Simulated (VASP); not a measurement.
**Lattice of TiSi2 (Zhiqinite) across functionals and dispersion corrections**

How close do the usual functionals, with and without dispersion, come to the cell of TiSi2 (Zhiqinite)? The levels: LDA, PBEsol, PBE, r2SCAN, PBE + D3(BJ), r2SCAN + rVV10, revPBE + D3(BJ) and optB86b-vdW. The start is a cell from a database of measured crystal structures.

Method: LDA; plane waves and PAW (Ti_sv, Si), in the first sound run; inputs show where later runs differ, in VASP 6.6.1.

The database entry behind the starting cell is an old determination (1939), so it need not match the best structure at ambient conditions.

### 1. The starting structure

Before any relaxation, the start is as follows. Symmetry: Fddd, No. 70, orthorhombic system. Conventional cell: a = 4.773 Å, b = 8.236 Å, c = 8.523 Å, α = 90.00°, β = 90.00°, γ = 90.00°. Nearest to Ti lie 10 Si at 2.54 to 2.75 Å. Nearest to Si lie 5 Ti at 2.54 to 2.75 Å and 5 Si at 2.54 to 2.75 Å. Farther neighbours are not listed.

Coordinates:

```xyz
6
Lattice="0.0000 4.1180 4.2615 2.3865 0.0000 4.2615 2.3865 4.1180 0.0000" Properties=species:S:1:pos:R:3 pbc="T T T"
Ti    3.5797    6.1770    6.3922
Ti    2.3865    4.1180    4.2615
Si    1.1932    0.6836    2.1307
Si    1.1932    3.4344    2.1307
Si    2.3865    1.3754    4.2615
Si    2.3865    6.8606    4.2615
```

### 2. Relaxation with LDA

The start need not lie at this functional's minimum. ISIF = 3 frees volume, shape and positions, and EDIFFG sets the threshold on forces and stress at which the search stops. LDA, the lowest rung, knows the local density alone.

INCAR

```
SYSTEM = TiSi2
PREC = Accurate
ENCUT = 520
EDIFF = 1E-06
NELM = 100
ISMEAR = -1
SIGMA = 0.05
LREAL = .FALSE.
ALGO = Normal
GGA = CA
NBANDS = 26
LASPH = .TRUE.
LORBIT = 11
LWAVE = .FALSE.
LCHARG = .FALSE.
KPAR = 4
IBRION = 2
NSW = 60
ISIF = 3
EDIFFG = -0.01
```

POSCAR

```
TiSi2
1.0
    0.0000000000      4.1180000000      4.2615000000
    2.3865000000      0.0000000000      4.2615000000
    2.3865000000      4.1180000000      0.0000000000
Ti Si
2 4
Direct
    0.7500000000      0.7500000000      0.7500000000
    0.5000000000      0.5000000000      0.5000000000
    0.0830000000      0.4170000000      0.0830000000
    0.4170000000      0.0830000000      0.4170000000
    0.1670000000      0.8330000000      0.1670000000
    0.8330000000      0.1670000000      0.8330000000
```

KPOINTS

```
Automatic mesh
0
Gamma
6 6 6
0 0 0
```

Potentials, in the order of the species: Ti_sv and Si (PBE family, release 64).

Run with:

```
$ mpirun -np 4 vasp_std
```

The program printed:

```text
[banner, memory and clock lines left out]
running    4 mpi-ranks, on    1 nodes
 distrk:  each k-point on    1 cores,    4 groups
 distr:  one band on    1 cores,    1 groups

 POSCAR found type information on POSCAR TiSi
 POSCAR found :  2 types and       6 ions
|                                                                             |
|               ----> ADVICE to this user running VASP <----                  |
|                                                                             |
|     You enforced a specific xc type in the INCAR file but a different       |
|     [... a line on the potential file left out ...]
|     I HOPE YOU KNOW WHAT YOU ARE DOING!                                     |
|                                                                             |

 LDA part: xc-table for (Slater(with rela. corr.)+CA(PZ))
 , standard interpolation
 POSCAR, INCAR and KPOINTS ok, starting setup
 FFT: planning ... GRIDC
 FFT: planning ... GRID_SOFT
 FFT: planning ... GRID
 WAVECAR not read
 entering main loop
       N       E                     dE             d eps       ncg     rms          rms(c)
DAV:   1     0.385169979531E+03    0.38517E+03   -0.19180E+04  2392   0.164E+03
DAV:   2     0.615820646644E-01   -0.38511E+03   -0.37855E+03  2398   0.465E+02
DAV:   3    -0.449929811877E+02   -0.45055E+02   -0.44097E+02  4164   0.130E+02
DAV:   4    -0.482641083145E+02   -0.32711E+01   -0.32588E+01  3352   0.325E+01
DAV:   5    -0.484611897702E+02   -0.19708E+00   -0.19703E+00  3716   0.680E+00    0.190E+01
DAV:   6    -0.454843124163E+02    0.29769E+01   -0.38804E+01  3476   0.456E+01    0.636E+00
DAV:   7    -0.449053941378E+02    0.57892E+00   -0.77093E+00  3276   0.203E+01    0.493E+00
DAV:   8    -0.448271036465E+02    0.78290E-01   -0.76831E-01  3322   0.678E+00    0.901E-01
DAV:   9    -0.448204899073E+02    0.66137E-02   -0.10634E-01  3434   0.278E+00    0.446E-01
DAV:  10    -0.448209632028E+02   -0.47330E-03   -0.40070E-03  3174   0.540E-01    0.151E-01
DAV:  11    -0.448209386861E+02    0.24517E-04   -0.24406E-03  3838   0.375E-01    0.104E-01
DAV:  12    -0.448208953945E+02    0.43292E-04   -0.60394E-04  3438   0.194E-01    0.107E-02
DAV:  13    -0.448208944268E+02    0.96773E-06   -0.26025E-05  3330   0.471E-02    0.126E-02
DAV:  14    -0.448208939422E+02    0.48452E-06   -0.34004E-06  3000   0.156E-02
   1 F= -.44820894E+02 E0= -.44813608E+02  d E =-.448209E+02
 curvature:   0.00 expect dE= 0.000E+00 dE for cont linesearch  0.000E+00
 trial: gam= 0.00000 g(F)=  0.202E-02 g(S)=  0.119E+00 ort = 0.000E+00 (trialstep = 0.100E+01)
 search vector abs. value=  0.121E+00
 bond charge predicted
       N       E                     dE             d eps       ncg     rms          rms(c)
DAV:   1    -0.458400824338E+02   -0.10192E+01   -0.24465E+01  3630   0.545E+01    0.915E+00
DAV:   2    -0.450013094106E+02    0.83877E+00   -0.92698E+00  3614   0.269E+01    0.254E+00
DAV:   3    -0.448242549651E+02    0.17705E+00   -0.13280E+00  3420   0.806E+00    0.137E+00
DAV:   4    -0.448058723875E+02    0.18383E-01   -0.26869E-01  3766   0.364E+00    0.670E-01
DAV:   5    -0.448133203788E+02   -0.74480E-02   -0.25981E-02  3384   0.129E+00    0.307E-01
DAV:   6    -0.448213450020E+02   -0.80246E-02   -0.16158E-02  3736   0.494E-01    0.163E-01
DAV:   7    -0.448220987085E+02   -0.75371E-03   -0.35901E-03  3848   0.327E-01    0.362E-02
DAV:   8    -0.448220822078E+02    0.16501E-04   -0.20051E-04  3306   0.909E-02    0.337E-02
DAV:   9    -0.448220946677E+02   -0.12460E-04   -0.45145E-05  3130   0.578E-02    0.109E-02
DAV:  10    -0.448220949934E+02   -0.32572E-06   -0.50134E-06  3022   0.142E-02
   2 F= -.44822095E+02 E0= -.44815522E+02  d E =-.120105E-02
[... from here on, the cycles between the ionic steps are left out ...]
   3 F= -.44852537E+02 E0= -.44845623E+02  d E =-.316434E-01
   4 F= -.44852530E+02 E0= -.44845622E+02  d E =-.316358E-01
   5 F= -.44854032E+02 E0= -.44847123E+02  d E =-.150272E-02
   6 F= -.44854093E+02 E0= -.44847179E+02  d E =-.156336E-02
   7 F= -.44854940E+02 E0= -.44847953E+02  d E =-.846861E-03
   8 F= -.44855123E+02 E0= -.44848084E+02  d E =-.102970E-02
   9 F= -.44855134E+02 E0= -.44848091E+02  d E =-.111442E-04
 trial-energy change:   -0.000011  1 .order   -0.000014   -0.000204    0.000175
 step:   0.5840(harm=  0.5840)  dis= 0.00052  next Energy=   -44.855178 (dE=-0.548E-04)
 bond charge predicted
       N       E                     dE             d eps       ncg     rms          rms(c)
DAV:   1    -0.448554804259E+02   -0.34688E-03   -0.76805E-03  3684   0.982E-01    0.157E-01
DAV:   2    -0.448552450567E+02    0.23537E-03   -0.31866E-03  3626   0.488E-01    0.486E-02
DAV:   3    -0.448551765171E+02    0.68540E-04   -0.49888E-04  3296   0.152E-01    0.233E-02
DAV:   4    -0.448551712389E+02    0.52781E-05   -0.68216E-05  4136   0.565E-02    0.995E-03
DAV:   5    -0.448551738732E+02   -0.26343E-05   -0.59112E-06  3070   0.167E-02    0.529E-03
DAV:   6    -0.448551758934E+02   -0.20202E-05   -0.58042E-06  3154   0.948E-03    0.181E-03
DAV:   7    -0.448551759776E+02   -0.84221E-07   -0.32941E-07  1398   0.364E-03
  10 F= -.44855176E+02 E0= -.44848135E+02  d E =-.531799E-04
 curvature:  -0.36 expect dE=-0.416E-05 dE for cont linesearch -0.832E-08
 trial: gam= 0.07977 g(F)=  0.146E-06 g(S)=  0.115E-04 ort =-0.231E-05 (trialstep = 0.986E+00)
 search vector abs. value=  0.127E-04
 reached required accuracy - stopping structural energy minimisation
```

The job ended after 1.9 min (4 MPI ranks of Intel Xeon 6975P-C (Granite Rapids), shared host; peak memory 1 GiB).

The logs omit lines about the potential files and the build; timing stands in the text.

OUTCAR, selected parts (step 2):

```text
ion  position               nearest neighbor table
   1  0.750  0.750  0.750-   6 2.54   5 2.54   6 2.54   5 2.54   3 2.74   4 2.74   4 2.75   4 2.75
                             3 2.75   3 2.75
   2  0.500  0.500  0.500-   3 2.54   4 2.54   3 2.54   4 2.54   5 2.74   6 2.74   5 2.75   5 2.75
                             6 2.75   6 2.75
   3  0.083  0.417  0.083-   2 2.54   2 2.54   5 2.54   5 2.54   1 2.74   4 2.75   4 2.75   4 2.75
                             1 2.75   1 2.75
   4  0.417  0.083  0.417-   2 2.54   2 2.54   6 2.54   6 2.54   1 2.74   3 2.75   3 2.75   3 2.75
                             1 2.75   1 2.75
   5  0.167  0.833  0.167-   1 2.54   1 2.54   3 2.54   3 2.54   2 2.74   6 2.75   6 2.75   6 2.75
                             2 2.75   2 2.75
   6  0.833  0.167  0.833-   1 2.54   1 2.54   4 2.54   4 2.54   2 2.74   5 2.75   5 2.75   5 2.75
                             2 2.75   2 2.75

  LATTYP: Found a face centered orthorhombic cell.
 ALAT       =     4.7730000000
 B/A-ratio  =     1.7255394930
 C/A-ratio  =     1.7856693903

 Subroutine GETGRP returns: Found  8 space group operations
 (whereof  4 operations were pure point group operations)

The static configuration has the point symmetry D_2 .
 The point group associated with its full space group is D_2h.

 Found     46 irreducible k-points:

   k-points           NKPTS =     46   k-points in BZ     NKDIM =     46   number of bands    NBANDS=     26

   dimension x,y,z NGX =    48 NGY =   36 NGZ =   36
   dimension x,y,z NGXF=    96 NGYF=   72 NGZF=   72

   ENCUT  =  520.0 eV  38.22 Ry    6.18 a.u.  11.02  9.08  8.85*2*pi/ulx,y,z

   NELECT =      40.0000    total number of electrons

 k-points in reciprocal lattice and weights: Automatic mesh
   0.00000000  0.00000000  0.00000000       0.005
   0.16666667  0.00000000  0.00000000       0.037
   0.33333333 -0.00000000 -0.00000000       0.037
   0.50000000 -0.00000000  0.00000000       0.019
   0.16666667  0.16666667  0.00000000       0.009
   0.33333333  0.16666667 -0.00000000       0.037
   0.50000000  0.16666667  0.00000000       0.037
  -0.33333333  0.16666667  0.00000000       0.037
  -0.16666667  0.16666667 -0.00000000       0.019
[...]
-0.16666667  0.33333333  0.50000000       0.009
   0.00000000  0.50000000  0.50000000       0.005

 average (electrostatic) potential at core
       1 -69.1852       2 -69.1852       3 -78.2416       4 -78.2416       5 -78.2416
       6 -78.2416

 E-fermi :  10.3530

 k-point     1 :       0.0000    0.0000    0.0000
  band No.  band energies     occupation
    ...
     17       8.0211      2.00000
     18       8.3254      2.00000
     19       8.5782      2.00000
     20       8.8997      2.00000
     21       9.3343      2.00000
     22      12.3815      0.00000
     23      13.5212      0.00000
     24      13.8054      0.00000
     25      13.8388      0.00000
     26      13.8575      0.00000

 k-point     2 :       0.1667    0.0000    0.0000
  band No.  band energies     occupation
    ...
     17       8.2268      2.00000
     18       8.3649      2.00000
     19       9.0124      2.00000
     20       9.1597      2.00000
     21       9.4189      2.00000
     22      12.0887      0.00000
     23      13.2632      0.00000
     24      13.3521      0.00000
     25      13.5289      0.00000
     26      13.6801      0.00000

 k-point     3 :       0.3333   -0.0000   -0.0000
  band No.  band energies     occupation
    ...
     16       7.9366      2.00000
     17       8.4524      2.00000
     18       9.0258      2.00000
     19       9.5706      2.00000
     20       9.8043      1.99997
     21      10.5043      0.09246
     22      11.4869      0.00000
     23      12.7083      0.00000
     24      12.8851      0.00000
     25      13.1353      0.00000
    ...

  Total       -0.0117511     -0.0111658      0.0340834      0.0000000      0.0000000      0.0000000
  in kB       -0.2309862     -0.2194809      0.6699625      0.0000000      0.0000000      0.0000000
  external PRESSURE =       0.0731651 kB  Pullay stress =       0.0000000 kB

  energy-cutoff  :      520.00
  volume of cell :       81.51
      direct lattice vectors                 reciprocal lattice vectors
     0.000000000  4.078177504  4.214722010    -0.210878356  0.122603786  0.118631786
     2.371035177  0.000000000  4.214722010     0.210878356 -0.122603786  0.118631786
     2.371035177  4.078177504  0.000000000     0.210878356  0.122603786 -0.118631786

 POSITION                                       TOTAL-FORCE (eV/Angst)
 -----------------------------------------------------------------------------------
      3.55655      6.11727      6.32208         0.000000     -0.000000      0.000000
      2.37104      4.07818      4.21472        -0.000000     -0.000000     -0.000000
      1.18552      0.69197      2.10736         0.000000      0.000871     -0.000000
      1.18552      3.38621      2.10736         0.000000     -0.000871     -0.000000
      2.37104      1.34712      4.21472        -0.000000     -0.000871     -0.000000
      2.37104      6.80924      4.21472        -0.000000      0.000871     -0.000000
 -----------------------------------------------------------------------------------
    total drift:                               -0.000000     -0.000000      0.000000

  FREE ENERGIE OF THE ION-ELECTRON SYSTEM (eV)
  ---------------------------------------------------
  free  energy   TOTEN  =       -44.8551759776 eV

  energy  without entropy=      -44.8410934447  energy(sigma->0) =      -44.84813471

 reached required accuracy - stopping structural energy minimisation

 total charge
# of ion       s       p       d       tot
------------------------------------------
    1        2.182   6.181   2.138  10.500
    2        2.182   6.181   2.138  10.500
    3        0.772   0.878   0.000   1.649
    4        0.772   0.878   0.000   1.649
    5        0.772   0.878   0.000   1.649
    6        0.772   0.878   0.000   1.649
--------------------------------------------------
tot          7.450  15.872   4.276  27.598

[... 3 further parts left out ...]
```

CONTCAR:

```
TiSi2
   1.00000000000000
     0.0000000000000000    4.0781775042538397    4.2147220104257448
     2.3710351766377196    0.0000000000000000    4.2147220104257448
     2.3710351766377196    4.0781775042538397    0.0000000000000000
  Ti              Si
     2     4
Direct
     0.7500000000000000    0.7500000000000000    0.7500000000000000
     0.5000000000000000    0.5000000000000000    0.5000000000000000
     0.0848383092719751    0.4151616907280249    0.0848383092719751
     0.4151616907280249    0.0848383092719751    0.4151616907280249
     0.1651616907280248    0.8348383092719751    0.1651616907280248
     0.8348383092719751    0.1651616907280248    0.8348383092719751
```

The k-mesh is coarse for a metal. The PAW data sets were made with PBE, though LDA sets exist; this is a small mismatch. The run keeps the 8 symmetry operations of its start, so it cannot find a distortion of lower symmetry.

Relaxation path:

```tsv
step	energy less that of the first step (eV)	largest force (eV/Å)	pressure (GPa)	volume (Å³)
1	0.0000	0.1023	-4.11	83.76
2	-0.0012	0.0637	4.45	79.49
3	-0.0316	0.0845	-0.02	81.56
4	-0.0316	0.0841	0.06	81.52
5	-0.0331	0.0609	0.14	81.43
6	-0.0332	0.0551	0.15	81.41
7	-0.0340	0.0256	-0.03	81.51
8	-0.0342	0.0044	-0.16	81.59
9	-0.0342	0.0022	0.14	81.44
10	-0.0343	0.0009	0.01	81.51
```

```tsv
conventional cell, symmetrised	before	after	change
a (Å)	4.773	4.742	-0.6 %
b (Å)	8.236	8.156	-1.0 %
c (Å)	8.523	8.429	-1.1 %
volume (Å³/atom)	13.96	13.58	-2.7 %
```

The atoms that moved most (Å, as changes of fractional coordinates times the final cell):

```tsv
atom	dx	dy	dz	length
Si6	0.000	0.015	0.000	0.015
Si5	0.000	-0.015	0.000	0.015
Si3	0.000	0.015	0.000	0.015
Si4	0.000	-0.015	0.000	0.015
```

Final coordinates:

```xyz
6
Lattice="0.0000 4.0782 4.2147 2.3710 0.0000 4.2147 2.3710 4.0782 0.0000" Properties=species:S:1:pos:R:3 pbc="T T T"
Ti    3.5566    6.1173    6.3221
Ti    2.3710    4.0782    4.2147
Si    1.1855    0.6920    2.1074
Si    1.1855    3.3862    2.1074
Si    2.3710    1.3471    4.2147
Si    2.3710    6.8092    4.2147
```

Numbers from this step:

```yaml
electrons: 40
bands: 26
irreducible_k_points: 46
symmetry_operations: 8
free_energy_toten: -44.86 eV
energy_at_zero_smearing: -44.85 eV
fermi_energy: 10.35 eV
pressure: 0.007317 GPa
metallic_judged_on_the_points_sampled: yes
scf_cycles_over_all_ionic_steps: 80
```

It ends with a largest force of 0.001 eV/Å and a pressure of 0.01 GPa. The volume lies -2.7 % from that of the database's start, part of which can be the thermal and zero-point expansion of its experiment. The conventional cell has a = 4.742, b = 8.156 and c = 8.429 Å.

[end of part 1 of 3]

[Lines on the potential files, build, host, timing and source positions are cut from VASP's logs without a mark.]

[Logs are printed without paths, hosts, clocks, repeated set-up lines and the standing remarks that a program may print on its own settings, such as how far it seeks lower states.]

[Hosts, paths, dates, database ids (printed as entryN), source tags and the programs' standing remarks are cut or masked in the printed files.]

[A measured line is paired with the nearest computed mode of its activity, which favours agreement.]

[In band tables of VASP the shares of atoms and orbitals are scaled to a sum of 1 inside the atoms' spheres.]
